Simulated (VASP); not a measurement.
# Mg$_{2}$ZnO$_{3}$ (space group P-3m1): computed properties

Method: PBEsol GGA, VASP's PBE PAW potentials (set 64) (plane waves; VASP).

```json
{
  "space_group": "P-3m1 (164)",
  "cell": "a = b = 2.9966 Å, c = 7.3097 Å, α = β = 90.00°, γ = 120.00°",
  "volume_per_atom": "9.47 Å³/atom",
  "band gap (over mesh and band path)": "3.04 eV",
  "smallest direct gap (over mesh and band path)": "3.13 eV",
  "band_edge_character_without_spin_orbit_coupling": "indirect, A to Γ",
  "band_gap_with_spin_orbit_coupling": "3.04 eV",
  "density": "4.73 g/cm³",
  "mean ε∞ (DFPT)": "3.72",
  "mean ε∞ (independent particles)": "3.81",
  "mean static ε": "14.04",
  "optical Γ-point spectrum": "138 (×2), 193 (×2), 288, 320 (×2), 340 (×2), 367, 378 (×2), 401, 573, 615 cm⁻¹"
}
```

Space group P-3m1 (No. 164); a = b = 2.997 Å, c = 7.310 Å, α = β = 90.00°, γ = 120.00°

| atom | site | symmetry | x | y | z |
|---|---|---|---|---|---|
| Mg | 2d | 3m. | 0.6667 | 0.3333 | 0.3340 |
| Zn | 1a | -3m. | 0.0000 | 0.0000 | 0.0000 |
| O | 2d | 3m. | 0.3333 | 0.6667 | 0.1720 |
| O | 1b | -3m. | 0.0000 | 0.0000 | 0.5000 |

The structure comes from a computed database's Mg2ZnO3 entry (P-3m1); how it stands against other phases isn't given here. It was relaxed first. Symmetry was kept, so distortions that lower it aren't found.
